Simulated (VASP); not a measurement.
```xyz
2
Lattice="0.0000 1.8075 1.8075 1.8075 0.0000 1.8075 1.8075 1.8075 0.0000" Properties=species:S:1:pos:R:3 pbc="T T T"
B      0.0000     0.0000     0.0000
N      0.9038     0.9038     0.9038
```
Cell charge -0.5.

All values below come from PBE GGA, VASP's PBE PAW potentials (set 64) (plane waves; VASP). Numerical set-up: NELECT = 8.5, 520 eV cut-off, 11×11×11 Γ-centred mesh, Gaussian smearing of 0.050 eV, potentials B N.

The cell is charged, with a uniform compensating background.

**Question.** Give the stress tensor in GPa (positive for a compressed cell).

**Answer.** 
```
107.55    0.00    0.00
  0.00  107.55    0.00
  0.00    0.00  107.55
```
The pressure is its mean diagonal, 107.55 GPa.

The compound is BN in the zinc blende structure. The cell was not relaxed at this level. The run is one of a series of settings (NELECT = 8.5 against the base run), some of them coarse on purpose.
